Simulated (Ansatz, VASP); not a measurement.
# Cross-check of CsHgBr3 between VASP and Ansatz, part 2 of 2

Aim: how closely do two programs agree when they are given the same cell, functional and k mesh? The cell is taken from a series of runs on this material, whose earlier steps may have relaxed, scaled, displaced or heated it; both programs get it as it stands.

VASP 6.6.1 and Ansatz 0.2.0.

So far: Set-up; VASP: relaxation of cell and atoms, PBEsol, pair 1; Ansatz: relaxation of cell and atoms, PBEsol, pair 1.

### 4. Differences

Known differences besides the potentials themselves: the data sets hold 50 valence electrons in Ansatz (on its PAW soft_1 files) and 42 in VASP; the cutoff is 420 eV in Ansatz and 500 eV in VASP; Ansatz makes its cores anew for this functional, VASP keeps those of its PBE data sets; Ansatz adds a Pulay correction to the stress that steers its cell, VASP none. Total energies have different zeros and are not compared.

Both answers:

```tsv
quantity	Ansatz	VASP	difference
volume (Å³)	169.49	170.19	-0.41 %
edge a after relaxation, in the typed setting (Å)	5.534	5.542	-0.14 %
```

### 5. VASP: relaxation of cell and atoms, PBEsol, pair 2

The relaxed volume is the usual yardstick between codes: in a stiff, nearly cubic crystal its relative difference is about their pressure difference at one cell divided by the bulk modulus. This pair takes another cell of the material, with 10 atoms against 5 for the pair before.

Input file INCAR:

```
SYSTEM = CsHgBr3
PREC = Accurate
ENCUT = 500
EDIFF = 1E-07
NELM = 120
ISMEAR = 0
SIGMA = 0.01
LREAL = .FALSE.
ALGO = Normal
GGA = PS
NBANDS = 52
LORBIT = 11
LWAVE = .FALSE.
LCHARG = .FALSE.
ISIF = 3
IBRION = 2
NSW = 80
EDIFFG = -0.005
LASPH = .TRUE.
GGA_COMPAT = .FALSE.
NELMIN = 4
EFERMI = MIDGAP
KPAR = 2
```

Input file POSCAR:

```
CsHgBr3
1.0
   -3.9617810000      3.9617810000      5.5395950000
    3.9617810000     -3.9617810000      5.5395950000
    3.9617810000      3.9617810000     -5.5395950000
Cs Hg Br
2 2 6
Direct
    0.2499999549      0.7499999549      0.5000000000
    0.7499999549      0.2499999549      0.5000000000
    0.5000000000      0.5000000000      0.0000000000
    0.0000000000      0.0000000000      0.0000000000
    0.2401572677      0.7598427323      0.0000000000
    0.7598427323      0.2401572677      0.0000000000
    0.7310382799      0.7310382799      0.0000000000
    0.2689616299      0.2689616299      0.0000000000
    0.7598427323      0.7598427323      0.5196854647
    0.2401573939      0.2401573939      0.4803147877
```

Input file KPOINTS:

```
Automatic mesh
0
Gamma
6 6 6
0 0 0
```

PAW data sets: Cs_sv, Hg and Br (PBE family, release 64).

Started as:

```bash
$ mpirun -np 2 vasp_std
```

Numbers of over 12 decimals in the logs are rounded to 6 here.

The log of the run:

```text
[banner, memory and clock lines left out]
running    2 mpi-ranks, on    1 nodes
[...]
[... a notice as in an earlier step ...]

 LDA part: xc-table for (Slater+PW92), standard interpolation
 POSCAR, INCAR and KPOINTS ok, starting setup
[...]
entering main loop
       N       E                     dE             d eps       ncg     rms          rms(c)
DAV:   1     0.619051418548E+03    0.61905E+03   -0.35466E+04  3120   0.135E+03
DAV:   2     0.311374298126E+02   -0.58791E+03   -0.57241E+03  3832   0.277E+02
DAV:   3    -0.250814897330E+02   -0.56219E+02   -0.55975E+02  3560   0.894E+01
DAV:   4    -0.259723787816E+02   -0.89089E+00   -0.88874E+00  3720   0.122E+01
[...]
DAV:  15    -0.241799481365E+02   -0.79068E-06   -0.26283E-06  3484   0.550E-03    0.686E-03
DAV:  16    -0.241799478695E+02    0.26703E-06   -0.13219E-06  3556   0.861E-03    0.268E-03
DAV:  17    -0.241799478968E+02   -0.27313E-07   -0.22700E-07  2692   0.224E-03
   1 F= -.24179948E+02 E0= -.24179948E+02  d E =-.241799E+02
[... from here on, the cycles between the ionic steps are left out ...]
   2 F= -.24181101E+02 E0= -.24181101E+02  d E =-.115356E-02
   3 F= -.24181106E+02 E0= -.24181106E+02  d E =-.115857E-02
   4 F= -.24181147E+02 E0= -.24181147E+02  d E =-.407728E-04
   5 F= -.24181238E+02 E0= -.24181238E+02  d E =-.131423E-03
   6 F= -.24181277E+02 E0= -.24181277E+02  d E =-.171035E-03
[...]
reached required accuracy - stopping structural energy minimisation
```

From OUTCAR (step 5):

```text
  Total        0.0295951      0.0295951     -0.0305246      0.0000000      0.0000000      0.0000000
  in kB        0.1359505      0.1359505     -0.1402206      0.0000000      0.0000000      0.0000000
  external PRESSURE =       0.0438935 kB  Pullay stress =       0.0000000 kB

 POSITION                                       TOTAL-FORCE (eV/Angst)
 -----------------------------------------------------------------------------------
      3.96313      0.00000      2.77576         0.000000     -0.000000      0.000000
      0.00000      3.96313      2.77576         0.000000     -0.000000      0.000000
      3.96313      3.96313      0.00000         0.000000     -0.000000      0.000000
      3.96313      3.96313      5.55152         0.000000     -0.000000      0.000000
      2.05548     -2.05548      5.55152        -0.001288      0.001288      0.000000
      1.90765      6.01861      0.00000         0.001288     -0.001288      0.000000
      3.96313      3.96313      2.57529         0.000000     -0.000000     -0.002915
      3.96313      3.96313     -2.57530         0.000000     -0.000000      0.002915
      2.05548      2.05548      5.55152        -0.001288     -0.001288      0.000000
      1.90765      1.90765      0.00000         0.001288      0.001288     -0.000000
 -----------------------------------------------------------------------------------
    total drift:                               -0.000414     -0.000414      0.000932

  FREE ENERGIE OF THE ION-ELECTRON SYSTEM (eV)
  ---------------------------------------------------
  free  energy   TOTEN  =       -24.1812774975 eV

  energy  without entropy=      -24.1812774975  energy(sigma->0) =      -24.18127750

[... 1 part as in an earlier step ...]

[... 3 further parts left out ...]
[key lines of the parts left out:]
E-fermi :   0.4133
```

The run keeps the 16 symmetry operations of its start, so it cannot find a distortion of lower symmetry.

### 6. Ansatz: relaxation of cell and atoms, PBEsol, pair 2

The same cell, functional and mesh now go to Ansatz, which takes its cutoff from its data sets.

The cell is taken from a series of runs on this material, whose earlier steps may have relaxed, scaled, displaced or heated it; both programs get it as it stands.

Input file input.yaml:

```yaml
crystal:
  lattice:
    - [-3.9617813314, 3.9617813314, 5.5395947641]
    - [3.9617813314, -3.9617813314, 5.5395947641]
    - [3.9617813314, 3.9617813314, -5.5395947641]
  atoms:
    - { symbol: Cs, position: [0.25, 0.75, 0.5] }
    - { symbol: Cs, position: [0.75, 0.25, 0.5] }
    - { symbol: Hg, position: [0.5, 0.5, 0.0] }
    - { symbol: Hg, position: [0.0, 0.0, 0.0] }
    - { symbol: Br, position: [0.2401573311, 0.7598426689, 0.0] }
    - { symbol: Br, position: [0.7598426689, 0.2401573311, 0.0] }
    - { symbol: Br, position: [0.7310383209, 0.7310383209, 0.0] }
    - { symbol: Br, position: [0.2689616791, 0.2689616791, 0.0] }
    - { symbol: Br, position: [0.7598426689, 0.7598426689, 0.5196853377] }
    - { symbol: Br, position: [0.2401573311, 0.2401573311, 0.4803146623] }
kpoints:
  mp_grid: { grid: [6, 6, 6] }
hamiltonian:
  xc: pbesol
  pseudopotentials: { kind: paw, azcp: { folder: soft_1 }, xc_functional: pbe }
scf:
  occupations: { method: fixed }
output:
  forces: true
  stress: true
  eigenvalues: true
relax:
  adjacent_minimum: "off"
  f_tol: 0.001
  max_steps: 60
  cell: { stress_tol: 0.01 }
```

Started as:

```bash
$ ansatz run input.yaml --threads 4 --pin off --max-ram 10240MiB --backend cpu --events-out ev --progress --plain --runs-dir out
```

The log of the run:

```text
[...]
Crystal: 10 atoms, lattice volume = 347.792 Å³
Basis set: ecut = 420 eV, 6791 PW (Γ), exchange–correlation on 108×108×108 points (8 copies of the dense FFT grid, shifted against one another)
Bands: 60, of which v1, the nominal top of the filled ones, is band 50 counted from 1 (49 counted from 0)
Symmetry: 16 space group operations
[...]
k-points: 30 of 216
[...]
- { symbol: Cs, position: [0.75, 0.250000, 0.5] }
    - { symbol: Hg, position: [0.5, 0.5, 0] }
    - { symbol: Hg, position: [0, 0, 0] }
    - { symbol: Br, position: [0.240158, 0.759842, 0.0] }
    - { symbol: Br, position: [0.759842, 0.240158, 0.0] }
    - { symbol: Br, position: [0.731073, 0.731073, 0] }
    - { symbol: Br, position: [0.268927, 0.268927, 0] }
    - { symbol: Br, position: [0.759842, 0.759842, 0.519685] }
    - { symbol: Br, position: [0.240158, 0.240158, 0.480315] }
[key lines of the parts left out:]
SCF converged after 6 iterations
Free energy (F): -54940.849347 eV
Fermi energy:    4.219459 eV
P = ⅓ Tr σ = 0.0001 GPa (0.001 kbar)
```

### 7. Differences

What differs besides the data sets and the points named for the pairs above, as far as they apply: fixed occupations in Ansatz, narrow Gaussian smearing in VASP; the data sets hold 100 valence electrons in Ansatz (on its PAW soft_1 files) and 84 in VASP. Total energies have different zeros and are not compared.

Compared:

```tsv
quantity	Ansatz	VASP	difference
volume (Å³)	347.80	348.78	-0.28 %
edge a after relaxation, in the typed setting (Å)	7.879	7.889	-0.12 %
```

### 8. VASP: relaxation of cell and atoms, PBEsol, pair 3

The relaxed volume is the usual yardstick between codes: in a stiff, nearly cubic crystal its relative difference is about their pressure difference at one cell divided by the bulk modulus.

INCAR is that of step 5.

Input file POSCAR:

```
CsHgBr3
1.0
    7.8597110000      0.0000000000      0.0000000000
    0.0000000000      7.8597110000      0.0000000000
    0.0000000000      0.0000000000      5.6361300000
Cs Hg Br
2 2 6
Direct
    0.0000000000      0.0000000000      0.0000000000
    0.4999999364      0.4999999364      0.0000000000
    0.0000000000      0.4999999364      0.5000000000
    0.4999999364      0.0000000000      0.5000000000
    0.0000000000      0.4999999364      0.0000000000
    0.4999999364      0.0000000000      0.0000000000
    0.2668576491      0.7668575855      0.5000000000
    0.7331423509      0.2331424145      0.5000000000
    0.2331424145      0.2668576491      0.5000000000
    0.7668575855      0.7331423509      0.5000000000
```

KPOINTS is that of step 5.

Started as:

```bash
$ mpirun -np 2 vasp_std
```

The log of the run:

```text
[... set-up lines as in an earlier step ...]
 entering main loop
       N       E                     dE             d eps       ncg     rms          rms(c)
DAV:   1     0.608063206685E+03    0.60806E+03   -0.35390E+04  4160   0.135E+03
DAV:   2     0.300154407158E+02   -0.57805E+03   -0.56217E+03  5156   0.272E+02
DAV:   3    -0.251393534698E+02   -0.55155E+02   -0.54902E+02  4832   0.880E+01
DAV:   4    -0.259820991594E+02   -0.84275E+00   -0.84079E+00  4952   0.119E+01
[...]
DAV:  15    -0.241822620428E+02   -0.69116E-06   -0.23405E-06  4708   0.528E-03    0.445E-03
DAV:  16    -0.241822619346E+02    0.10826E-06   -0.39204E-07  4336   0.433E-03    0.176E-03
DAV:  17    -0.241822619327E+02    0.18736E-08   -0.17347E-07  3196   0.244E-03
   1 F= -.24182262E+02 E0= -.24182262E+02  d E =-.241823E+02
[... from here on, the cycles between the ionic steps are left out ...]
   2 F= -.24183300E+02 E0= -.24183300E+02  d E =-.103775E-02
   3 F= -.24183306E+02 E0= -.24183306E+02  d E =-.104429E-02
   4 F= -.24183359E+02 E0= -.24183359E+02  d E =-.526436E-04
   5 F= -.24183474E+02 E0= -.24183474E+02  d E =-.167312E-03
   6 F= -.24183509E+02 E0= -.24183509E+02  d E =-.202994E-03
   7 F= -.24183526E+02 E0= -.24183526E+02  d E =-.219772E-03
[...]
reached required accuracy - stopping structural energy minimisation
```

Parts of OUTCAR (step 8):

```text
  Total       -0.0127862     -0.0127862      0.0339246      0.0000000      0.0000000      0.0000000
  in kB       -0.0586776     -0.0586776      0.1556845      0.0000000      0.0000000      0.0000000
  external PRESSURE =       0.0127764 kB  Pullay stress =       0.0000000 kB

 POSITION                                       TOTAL-FORCE (eV/Angst)
 -----------------------------------------------------------------------------------
      0.00000      0.00000      0.00000        -0.000000      0.000000     -0.000000
      3.93619      3.93619     -0.00000        -0.000000      0.000000     -0.000000
      0.00000      3.93619      2.81668        -0.000000      0.000000     -0.000000
      3.93619      0.00000      2.81668        -0.000000      0.000000     -0.000000
      0.00000      3.93619     -0.00000        -0.000000      0.000000     -0.000000
      3.93619      0.00000      0.00000        -0.000000      0.000000     -0.000000
      2.09484      6.03103      2.81668        -0.001704     -0.001704      0.000000
      5.77753      1.84134      2.81668         0.001704      0.001704     -0.000000
      1.84134      2.09484      2.81668         0.001704     -0.001704      0.000000
      6.03103      5.77753      2.81668        -0.001704      0.001704     -0.000000
 -----------------------------------------------------------------------------------
    total drift:                                0.000876      0.000837     -0.000000

  FREE ENERGIE OF THE ION-ELECTRON SYSTEM (eV)
  ---------------------------------------------------
  free  energy   TOTEN  =       -24.1835259957 eV

  energy  without entropy=      -24.1835259957  energy(sigma->0) =      -24.18352600

[... 1 part as in an earlier step ...]

[... 3 further parts left out ...]
[key lines of the parts left out:]
E-fermi :   0.4149
```

### 9. Ansatz: relaxation of cell and atoms, PBEsol, pair 3

The same cell, functional and mesh now go to Ansatz, which takes its cutoff from its data sets.

The cell is taken from a series of runs on this material, whose earlier steps may have relaxed, scaled, displaced or heated it; both programs get it as it stands.

input.yaml, the sections that differ from step 6:

```yaml
crystal:
  lattice:
    - [7.8597107756, 0.0, 0.0]
    - [0.0, 7.8597107756, 0.0]
    - [0.0, 0.0, 5.6361295345]
  atoms:
    - { symbol: Cs, position: [0.0, 0.0, 0.0] }
    - { symbol: Cs, position: [0.5, 0.5, 0.0] }
    - { symbol: Hg, position: [0.0, 0.5, 0.5] }
    - { symbol: Hg, position: [0.5, 0.0, 0.5] }
    - { symbol: Br, position: [0.0, 0.5, 0.0] }
    - { symbol: Br, position: [0.5, 0.0, 0.0] }
    - { symbol: Br, position: [0.2668576258, 0.7668576258, 0.5] }
    - { symbol: Br, position: [0.7331423742, 0.2331423742, 0.5] }
    - { symbol: Br, position: [0.2331423742, 0.2668576258, 0.5] }
    - { symbol: Br, position: [0.7668576258, 0.7331423742, 0.5] }
# kpoints, hamiltonian, scf, output, relax: as in step 6
```

Started as:

```bash
$ ansatz run input.yaml --threads 4 --pin off --max-ram 10240MiB --backend cpu --events-out ev --progress --plain --runs-dir out
```

The log of the run:

```text
[...]
Crystal: 10 atoms, lattice volume = 348.172 Å³
Basis set: ecut = 420 eV, 6803 PW (Γ), exchange–correlation on 108×108×80 points (8 copies of the dense FFT grid, shifted against one another)
Bands: 60, of which v1, the nominal top of the filled ones, is band 50 counted from 1 (49 counted from 0)
Symmetry: 16 space group operations
[...]
k-points: 40 of 216
[...]
- { symbol: Cs, position: [0.5, 0.5, 0.0] }
    - { symbol: Hg, position: [0, 0.5, 0.500000] }
    - { symbol: Hg, position: [0.5, 0, 0.500000] }
    - { symbol: Br, position: [0, 0.5, 0.0] }
    - { symbol: Br, position: [0.5, 0.0, 0.0] }
    - { symbol: Br, position: [0.266835, 0.766835, 0.500000] }
    - { symbol: Br, position: [0.733165, 0.233165, 0.500000] }
    - { symbol: Br, position: [0.233165, 0.266835, 0.500000] }
    - { symbol: Br, position: [0.766835, 0.733165, 0.500000] }
[key lines of the parts left out:]
SCF converged after 6 iterations
Free energy (F): -54940.851931 eV
Fermi energy:    4.233076 eV
P = ⅓ Tr σ = -0.0023 GPa (-0.023 kbar)
```

### 10. Side by side

What differs besides the data sets and the points named for the pairs above, as far as they apply: the data sets hold 100 valence electrons in Ansatz (on its PAW soft_1 files) and 84 in VASP. Total energies have different zeros and are not compared.

Both answers:

```tsv
quantity	Ansatz	VASP	difference
volume (Å³)	348.08	349.12	-0.30 %
edge a after relaxation, in the typed setting (Å)	7.859	7.872	-0.18 %
edge c after relaxation, in the typed setting (Å)	5.636	5.633	+0.05 %
```

### 11. What came out

| Item | Value |
| --- | --- |
| difference in volume (relaxation of cell and atoms, PBEsol, pair 1) | -0.41 % |
| difference in volume (relaxation of cell and atoms, PBEsol, pair 2) | -0.28 % |
| difference in volume (relaxation of cell and atoms, PBEsol, pair 3) | -0.30 % |

**Reading.** The difference in volume is -0.41 % (relaxation of cell and atoms, PBEsol, pair 1), within the 1.2 % picked in this series as the mark of a large difference, as far as the stopping tolerances let one tell. The data sets hold unlike numbers of valence electrons (50 in Ansatz and 42 in VASP and 100 in Ansatz and 84 in VASP), so part of the differences comes from the potentials. 1 further run of this series is not shown here. Such differences can come from data sets, numerical settings and the points named under the comparisons, not from the functional's error against experiment.

[Lines on the potential files, build, host, timing and source positions are cut from VASP's logs without a mark.]

[Logs are printed without paths, hosts, clocks, repeated set-up lines and the standing remarks that a program may print on its own settings, such as how far it seeks lower states.]

[Hosts, paths, dates, database ids (printed as entryN), source tags and the programs' standing remarks are cut or masked in the printed files.]
